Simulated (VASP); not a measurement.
Energy against volume of Be (hcp). Computed with r2SCAN+rVV10, VASP's PBE PAW potentials (set 64) (plane waves; VASP). Numerical set-up: 520 eV cut-off, 18×18×10 Γ-centred mesh, first-order Methfessel-Paxton smearing of 0.10 eV, potentials Be.

Shape and ions are relaxed at each volume.

```
V (Å³/atom)  E (eV/atom)
-----------  -----------
7.680           -4.33539
7.918           -4.33815
8.156           -4.33535
8.393           -4.32766
```

**Question.** Fit these four points and predict the energy of the run at 7.443 Å³/atom.

**Answer.** A cubic in V^(−2/3), the third-order Birch-Murnaghan form, passes through the four points with V0 = 7.91 Å³/atom and B0 = 125 GPa, and gives -4.3264 eV/atom there. The run gave -4.3263 eV/atom, +0.1 meV/atom from the fit; all five points give B0 = 125 GPa.

The compound is Be in the hcp structure. It was relaxed first.
